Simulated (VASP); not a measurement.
A convergence study with VASP on SrTe (rock salt): one setting is varied, all else stays as given below, so the limit is that of these other settings.

```
SrTe
1.0
    0.00000     3.33000     3.33000
    3.33000     0.00000     3.33000
    3.33000     3.33000     0.00000
Sr Te
1 1
Cartesian
  0.00000   0.00000   0.00000
  3.33000   3.33000   3.33000
```

Method: PBE GGA, VASP's PBE PAW potentials (set 64) (plane waves; VASP). The tightest run used: 550 eV cut-off, 12×12×12 Monkhorst-Pack mesh, Gaussian smearing of 0.050 eV, potentials Sr_sv Te.

Q: The settings run are 1×1×1 mesh; 2×2×2 mesh; 3×3×3 mesh; 4×4×4 mesh; 5×5×5 mesh; 6×6×6 mesh; 7×7×7 mesh; 8×8×8 mesh; 9×9×9 mesh; 10×10×10 mesh; 11×11×11 mesh; 12×12×12 mesh. From which on does the energy per atom stay within 0.001 eV/atom of the tightest run?

A: From 6×6×6 mesh on: it is off by 0.0000 there and by no more than 0.001 in any finer run, while 5×5×5 mesh is off by 0.0017.
```
setting        E (eV/atom)  pressure (GPa)  irreducible k-points  difference judged (eV/atom)
-------------  -----------  --------------  --------------------  ---------------------------
1×1×1 mesh          0.0251           23.19                     1                       4.1562
2×2×2 mesh         -4.1582            0.72                     2                       0.0271
3×3×3 mesh         -4.0933            1.37                     4                       0.0378
4×4×4 mesh         -4.1313            1.00                    10                       0.0002
5×5×5 mesh         -4.1294            1.02                    10                       0.0017
6×6×6 mesh         -4.1311            1.00                    28                       0.0000
7×7×7 mesh         -4.1310            1.00                    20                       0.0001
8×8×8 mesh         -4.1311            1.00                    60                       0.0000
9×9×9 mesh         -4.1311            1.00                    35                       0.0000
10×10×10 mesh      -4.1311            1.00                   110                       0.0000
11×11×11 mesh      -4.1311            1.00                    56                       0.0000
12×12×12 mesh      -4.1311            1.00                   182                       0.0000
```

Left out are rungs that failed or repeat a setting and relaxations that didn't move; long series are thinned to 24 rows.

The compound is SrTe in the rock salt structure. The cell was not relaxed at this level.
